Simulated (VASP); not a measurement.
The system is Ti.

```
Ti
1.0
     2.95000    0.00000    0.00000
    -1.47500    2.55477    0.00000
     0.00000    0.00000    4.68000
Ti
2
Direct
  0.33333 0.66667 0.25000
  0.66667 0.33333 0.75000
```

```yaml
Program: VASP 6.6.1
Task: relaxation of cell and atoms
Functional: PBE
Dispersion: D3(BJ)
Potentials_or_basis: VASP PAW PBE potentials, release 64 (Ti_sv)
Cutoff: 600 eV
k_mesh: 18 × 18 × 9
Occupations: methfessel-paxton, width 0.1 eV
Spin: no spin polarisation
```

At the start: pressure -7.4 GPa; volume 17.64 Å³/atom.

**Question.** How do energy, volume and symmetry change on relaxing?

**Answer.** Over 3 steps the energy falls by 28.9 meV/atom and the volume is 16.46 Å³/atom (-6.7 %); space group P6_3/mmc (No. 194, to 0.05 Å).

The path:
```csv
step,energy change (eV),largest force (eV/Å),pressure (GPa),volume (Å³)
1,0.0000,0.0000,-7.39,35.27
2,-0.0251,0.0000,6.63,31.28
3,-0.0577,0.0000,-0.05,32.91
```

Final structure:
```yaml
crystal:
  lattice:
    - [2.88420, 0.00000, 0.00000]
    - [-1.44210, 2.49779, 0.00000]
    - [0.00000, 0.00000, 4.56886]
  atoms:
    - { symbol: Ti, position: [0.33333, 0.66667, 0.25000] }
    - { symbol: Ti, position: [0.66667, 0.33333, 0.75000] }
```

Caveat: pairwise dispersion overbinds metals, which lowers pressure and volume.
